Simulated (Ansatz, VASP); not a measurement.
## KNaICl in VASP and in Ansatz

Contents of INCAR:

```
SYSTEM = KNaICl
PREC = Accurate
ENCUT = 520
EDIFF = 1E-6
ISMEAR = 0
SIGMA = 0.05
LREAL = .FALSE.
LASPH = .TRUE.
NELM = 60
ALGO = Normal
ISIF = 2
LWAVE = .FALSE.
LCHARG = .FALSE.
GGA = CA
NBANDS = 23
```

The input KPOINTS:

```
Automatic mesh
0
G
  6 6 4
  0 0 0
```

File POSCAR:

```
KNaICl
1.0
    4.5580725208      0.0000000000      0.0000000000
    0.0000000000      4.5580725208      0.0000000000
    0.0000000000      0.0000000000      5.7844871266
K Na I Cl
1 1 1 1
Direct
    0.5000000000      0.5000000000      0.5000000000
    0.0000000000      0.0000000000      0.0000000000
    0.5000000000      0.5000000000      0.0000000000
    0.0000000000      0.0000000000      0.5000000000
```

Input for Ansatz:

```yaml
crystal:
  lattice:
    - [4.5580725208, 0.0, 0.0]
    - [0.0, 4.5580725208, 0.0]
    - [0.0, 0.0, 5.7844871266]
  atoms:
    - { symbol: K, position: [0.5, 0.5, 0.5] }
    - { symbol: Na, position: [0.0, 0.0, 0.0] }
    - { symbol: I, position: [0.5, 0.5, 0.0] }
    - { symbol: Cl, position: [0.0, 0.0, 0.5] }
basis:
  ecutwfc: 520.0
kpoints:
  mp_grid: { grid: [6, 6, 4] }
hamiltonian:
  xc: lda
  pseudopotentials: { kind: paw }
scf:
  occupations: { method: gaussian, width: 0.05 }
output:
  forces: true
  stress: true
  eigenvalues: true
```

Change from the starting cell: strain +e along x and -e along y +0.0000, strain +e along z and -e/2 along x and y -0.1100.

Alike in both runs: task single point; functional LDA; k mesh 6 × 6 × 4; occupations gaussian, width 0.05 eV; no spin polarisation.

|  | VASP | Ansatz |
| --- | --- | --- |
| version | VASP 6.6.1 | Ansatz 0.2.0 |
| potentials or method | VASP PAW LDA potentials, release 64 (K_sv, Na_pv, I, Cl) | scalar-relativistic, plane waves, PAW |
| plane-wave cutoff (eV) | 520 | 520 |
| valence electrons in the cell | 30 | 42 |

|  | VASP | Ansatz | Ansatz less VASP |
| --- | --- | --- | --- |
| gap on the k mesh at the Fermi level (eV) | 3.59 | 3.59 | -0.002 |
| least direct gap on the mesh (eV) | 3.59 | 3.59 | -0.002 |
| pressure (GPa) | 1.7 | 1.6 | -0.08 |
| largest component of the traceless stress (GPa) | 7.08 | 6.96 | -0.118 |

The two sets of potentials don't hold the same shells in valence.

Caveats: spin-orbit coupling is left out, which moves the levels of the heavy elements.
